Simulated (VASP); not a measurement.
Data:

```yaml
crystal:
  lattice:
    - [3.94214, 0.00000, 0.00000]
    - [-1.97107, 3.41399, 0.00000]
    - [0.00000, 0.00000, 5.85651]
  atoms:
    - { symbol: Zn, position: [0.33333, 0.66667, 0.25000] }
    - { symbol: Zn, position: [0.66667, 0.33333, 0.75000] }
    - { symbol: S, position: [0.33333, 0.66667, 0.75000] }
    - { symbol: S, position: [0.66667, 0.33333, 0.25000] }
```

Computed with r2SCAN meta-GGA, VASP's PBE PAW potentials (set 64) (plane waves; VASP). Numerical set-up: 400 eV cut-off, 7×7×4 Γ-centred mesh, tetrahedra with Blöchl corrections, potentials Zn S.

Task: Give the energies of bands 8 to 21 at the high-symmetry points, in eV from the valence-band maximum.

Result: 
```json
[
 {"band": "8", "Γ": "-6.30", "M": "-6.39", "K": "-6.42", "A": "-6.34", "L": "-6.54", "H": "-6.47"},
 {"band": "9", "Γ": "-6.30", "M": "-6.34", "K": "-6.39", "A": "-6.24", "L": "-6.26", "H": "-6.31"},
 {"band": "10", "Γ": "-6.19", "M": "-6.22", "K": "-6.19", "A": "-6.24", "L": "-6.26", "H": "-6.31"},
 {"band": "11", "Γ": "-6.19", "M": "-6.18", "K": "-5.98", "A": "-6.24", "L": "-6.12", "H": "-5.95"},
 {"band": "12", "Γ": "-5.87", "M": "-6.11", "K": "-5.98", "A": "-6.24", "L": "-6.12", "H": "-5.95"},
 {"band": "13", "Γ": "-4.50", "M": "-4.82", "K": "-4.43", "A": "-2.33", "L": "-5.12", "H": "-4.96"},
 {"band": "14", "Γ": "-1.22", "M": "-4.48", "K": "-4.43", "A": "-2.33", "L": "-5.12", "H": "-4.96"},
 {"band": "15", "Γ": "-1.22", "M": "-2.82", "K": "-4.42", "A": "-0.83", "L": "-2.29", "H": "-3.73"},
 {"band": "16", "Γ": "-0.43", "M": "-2.63", "K": "-2.93", "A": "-0.83", "L": "-2.29", "H": "-3.73"},
 {"band": "17", "Γ": "-0.43", "M": "-1.69", "K": "-1.85", "A": "-0.83", "L": "-0.77", "H": "-0.42"},
 {"band": "18", "Γ": "0.00", "M": "-1.19", "K": "-1.85", "A": "-0.83", "L": "-0.77", "H": "-0.42"},
 {"band": "19", "Γ": "1.94", "M": "2.94", "K": "5.85", "A": "3.21", "L": "4.04", "H": "4.92"},
 {"band": "20", "Γ": "2.59", "M": "4.62", "K": "6.05", "A": "3.21", "L": "4.04", "H": "4.92"},
 {"band": "21", "Γ": "6.14", "M": "5.90", "K": "6.05", "A": "6.47", "L": "4.96", "H": "6.98"}
]
```

The gap is direct, 1.94 eV, from the valence maximum at Γ to the conduction minimum at Γ.

The structure was generated: ZnS was put into the h-BN type (P6_3/mmc), which need not be its known phase. It was relaxed first, which changed the volume by -35 %.
